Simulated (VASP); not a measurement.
Input:

```
InP
1.0
    0.00000     2.99988     2.99988
    2.99988     0.00000     2.99988
    2.99988     2.99988     0.00000
In P
1 1
Direct
  0.00000   0.00000   0.00000
  0.25000   0.25000   0.25000
```

Method: PBE GGA, VASP's PBE PAW potentials (set 64) (plane waves; VASP). Settings: PREC = Normal, EDIFF = 1E-5, 400 eV cut-off, 8×8×8 Γ-centred mesh, Gaussian smearing of 0.050 eV, potentials In P.

Unless said otherwise, spin-orbit coupling is left out, though it shifts the bands of the heavy elements here.

Q: What does the run give for the energy per atom (σ→0), band gap (on the k-mesh) with the smallest direct gap where there is one?

A: 
| Item | Value |
|---|---|
| band gap (on the k-mesh) | 0.38 eV |
| smallest direct gap (on the k-mesh) | 0.38 eV |
| energy per atom (σ→0) | -4.171 eV/atom |

The absolute energy has meaning only against runs of the same code, potentials and settings.

The compound is InP in the zinc blende structure. It was relaxed first, which changed the volume by +7 %.
